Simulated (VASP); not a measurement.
These are RPBE GGA, VASP's PBE PAW potentials (set 64) (plane waves; VASP 6.6.1) values and carry that method's errors.

The input files of a VASP run:

**POSCAR**
```
Cu
1
    0.0000000000     1.8050000000     1.8050000000
    1.8050000000     0.0000000000     1.8050000000
    1.8050000000     1.8050000000     0.0000000000
Cu
1
Direct
  0.0000000000   0.0000000000   0.0000000000
```

KPOINTS:
```
K-points
0
G
16 16 16
```

**INCAR**
```
ALGO = Normal
EDIFF = 1E-6
EDIFFG = -0.01
ENCUT = 520
GGA = RP
IBRION = 2
ISIF = 3
ISMEAR = 1
LASPH = .TRUE.
LCHARG = .FALSE.
LMAXMIX = 4
LREAL = .FALSE.
LWAVE = .FALSE.
NELM = 100
NSW = 60
PREC = Accurate
SIGMA = 0.1
SYSTEM = Cu
```

POTCAR, in this order: Cu (PBE.64 set). Program: vasp_std.

Energy and stress use the plane-wave basis of the starting cell.

Problem. Predict the energy per atom (σ→0), volume per atom, band gap (on the k-mesh).

Solution. 
```json
{
  "energy per atom (σ→0)": "-3.255 eV/atom",
  "band gap (on the k-mesh)": "none (metal, semimetal or under 0.01 eV)",
  "volume_per_atom": "12.43 Å³/atom"
}
```

**OSZICAR**
```
...
DAV:   1    -0.345422585290E+01   -0.20307E+00   -0.37000E+00  2737   0.474E+01    0.379E+00
DAV:   2    -0.334136787879E+01    0.11286E+00   -0.35822E+00  2727   0.422E+01    0.176E+00
DAV:   3    -0.325934260608E+01    0.82025E-01   -0.59853E-01  2699   0.176E+01    0.484E-01
DAV:   4    -0.325491584621E+01    0.44268E-02   -0.37399E-03  3089   0.770E-01    0.425E-02
DAV:   5    -0.325484344962E+01    0.72397E-04   -0.62467E-04  2901   0.559E-01    0.205E-02
DAV:   6    -0.325483378498E+01    0.96646E-05   -0.25618E-05  2936   0.103E-01    0.754E-04
DAV:   7    -0.325483383690E+01   -0.51920E-07   -0.95757E-08  1435   0.637E-03
   3 F= -.32548338E+01 E0= -.32547050E+01  d E =-.158126E-01
```

The compound is Cu in the fcc structure. This run relaxes it. Symmetry was kept, so distortions that lower it aren't found.
